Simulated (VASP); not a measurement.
Input:

Space group Pm-3m (No. 221); a = 2.935 Å, b = 2.935 Å, c = 2.935 Å, α = 90.00°, β = 90.00°, γ = 90.00°

```tsv
atom	site	symmetry	x	y	z
Ti	1a	m-3m	0.0000	0.0000	0.0000
Co	1b	m-3m	0.5000	0.5000	0.5000
```

Calculation: vdW-DF-cx, VASP's PBE PAW potentials (set 64) (plane waves; VASP). Numerical set-up: 520 eV cut-off, 12×12×12 Γ-centred mesh, first-order Methfessel-Paxton smearing of 0.10 eV, potentials Ti_sv Co.

Q: Give the energy at these volumes per atom, relative to the lowest: 11.90, 12.28, 12.66, 13.04, 13.42 Å³.

A: 28.7, 6.5, 0.0, 7.0, 25.6 meV/atom. A third-order Birch-Murnaghan fit gives B0 = 190 GPa and B0′ = 4.1.

Measured: bulk modulus 154 GPa (computed value off by +23.6 %), a 2.995 Å (computed value off by -2.0 %), as given by Yamada et al., (2019), arXiv:1910.09660. The calculation is for a static lattice, while the measured bulk modulus, a hold thermal and zero-point effects, which are part of the difference.

The compound is TiCo in the CsCl type structure. It was relaxed first, which changed the volume by -5 %. The run is not spin-polarised, so no magnetic state was tried.
